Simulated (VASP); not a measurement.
An input for Ansatz (written as the equivalent of a VASP run, and not itself run):

Ansatz 0.2 input:
```yaml
crystal:
  lattice:
    - [0.0000000, 4.1041330, 4.1041330]
    - [4.1041330, 0.0000000, 4.1041330]
    - [4.1041330, 4.1041330, 0.0000000]
  atoms:
    - { symbol: Sn, position: [0.1250000, 0.1250000, 0.1250000] }
    - { symbol: Sn, position: [0.6250000, 0.1250000, 0.1250000] }
    - { symbol: Sn, position: [0.1250000, 0.6250000, 0.1250000] }
    - { symbol: Sn, position: [0.1250000, 0.1250000, 0.6250000] }
    - { symbol: Al, position: [0.7500000, 0.7500000, 0.7500000] }
    - { symbol: Al, position: [0.5000000, 0.5000000, 0.5000000] }
kpoints:
  mp_grid: { grid: [5, 5, 5] }
hamiltonian:
  xc: pbe
  pseudopotentials: { kind: paw }
scf:
  occupations: { method: gaussian, width: 0.272 }
  max_iter: 100
output: { forces: true, stress: true, eigenvalues: true }
```

Write the VASP files for the same calculation (PBE).

Several could match; the one computed here: 
KPOINTS:
```
Automatic
0
gamma
 5 5 5
0 0 0
```

**INCAR**
```
SYSTEM = AlSn2
PREC = Accurate
ENCUT = 300
EDIFF = 1E-6
NELM = 100
ALGO = Normal
LREAL = .FALSE.
LASPH = .TRUE.
ISMEAR = 0
SIGMA = 0.272
GGA = PE
LMAXMIX = 4
LWAVE = .FALSE.
LCHARG = .FALSE.
ISIF = 2
```

POSCAR:
```
AlSn2
1
    0.0000000000     4.1041330000     4.1041330000
    4.1041330000     0.0000000000     4.1041330000
    4.1041330000     4.1041330000     0.0000000000
Sn Al
4 2
Direct
  0.1250000000   0.1250000000   0.1250000000
  0.6250000000   0.1250000000   0.1250000000
  0.1250000000   0.6250000000   0.1250000000
  0.1250000000   0.1250000000   0.6250000000
  0.7500000000   0.7500000000   0.7500000000
  0.5000000000   0.5000000000   0.5000000000
```

POTCAR, in this order: Sn_d Al (PBE.64 set). Program: vasp_std.

What does not carry over: each code has its own PAW files, so the cut-off isn't converted (ENCUT is set for VASP's; basis.ecutwfc is left out, and Ansatz then takes the one that its files recommend); Ansatz stops its SCF on the density residual and VASP on the energy change (EDIFF).

The structure was generated: AlSn2 was put into an ordered model structure, which need not be its known phase. The cell was not relaxed at this level, and its volume differs by -5.9 % from the start's.
